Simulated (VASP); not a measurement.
A convergence study with VASP on ZrB2 (AlB2 type): one setting is varied, all else stays as given below, so the limit is that of these other settings. Each run relaxes cell and ions; the cell shown is the tightest run's result. The basis is that of the starting cell, so low cut-offs carry a Pulay error.

```xyz
3
Lattice="1.5863 -2.7475 0.0000 1.5863 2.7475 0.0000 0.0000 0.0000 3.5427" Properties=species:S:1:pos:R:3 pbc="T T T"
Zr     0.0000     0.0000     0.0000
B      1.5863     0.9158     1.7714
B      1.5863    -0.9158     1.7714
```

Method: PBE GGA, VASP's PBE PAW potentials (set 64) (plane waves; VASP 6.6.1). The tightest run used: 800 eV cut-off, 9×9×8 Γ-centred mesh, first-order Methfessel-Paxton smearing of 0.10 eV, potentials Zr_sv B.

The reference is ENCUT = 800, which took about 3 core-minutes. Costs are core time on shared hosts, one run each; read them as rough ratios.

Q: Of the settings ENCUT = 250; ENCUT = 300; ENCUT = 350; ENCUT = 400; ENCUT = 450; ENCUT = 500; ENCUT = 550; ENCUT = 600; ENCUT = 650; ENCUT = 700; ENCUT = 750; ENCUT = 800, which is the lowest that keeps the difference from the reference in relaxed volume (Å³/atom) within 0.05 from there on, and what does it cost?

A: ENCUT = 350; its cost over the reference is about 1/4.
```csv
setting,difference in relaxed volume (Å³/atom),cost over the reference
ENCUT = 250,0.152,about 1/5
ENCUT = 300,0.072,about 1/3
ENCUT = 350,0.032,about 1/4
ENCUT = 400,0.007,about 1/3
ENCUT = 450,0.001,about 1/3
ENCUT = 500,0.002,about 1/2
ENCUT = 550,0.004,about 1/2
ENCUT = 600,0.003,within a factor of 2
ENCUT = 650,0.002,within a factor of 2
ENCUT = 700,0.000,within a factor of 2
ENCUT = 750,0.000,within a factor of 2
ENCUT = 800,0.000,reference
```

Left out are rungs that failed or repeat a setting and relaxations that didn't move; long series are thinned to 24 rows.

The compound is ZrB2 in the AlB2 type structure.
